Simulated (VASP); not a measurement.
Input:

```
Lu
1.0
    1.75656    -3.04245     0.00000
    1.75656     3.04245     0.00000
    0.00000     0.00000     5.46930
Lu
2
Direct
  0.33333   0.66667   0.25000
  0.66667   0.33333   0.75000
```

Level of theory: r2SCAN meta-GGA, VASP's PBE PAW potentials (set 64) (plane waves; VASP). Settings: 520 eV cut-off, 13×13×8 Γ-centred mesh, tetrahedra with Blöchl corrections, potentials Lu_3.

Problem. Give the energies of bands 7 to 12 at the high-symmetry points, in eV from the Fermi level.

Solution. 
```tsv
band	Γ	M	K	A	L	H
7	-6.29	-2.39	-1.04	-4.55	-2.10	-0.51
8	-2.38	-1.41	-1.04	-4.55	-2.10	-0.51
9	0.53	-0.81	-0.72	1.38	0.09	-0.47
10	2.47	-0.44	-0.60	1.38	0.09	-0.47
11	2.47	1.74	1.46	2.38	1.45	0.31
12	3.00	2.14	1.46	2.38	1.45	0.31
```

It has no gap at this level: it comes out as a metal or semimetal.

The compound is Lu in the hcp structure. It was relaxed first.
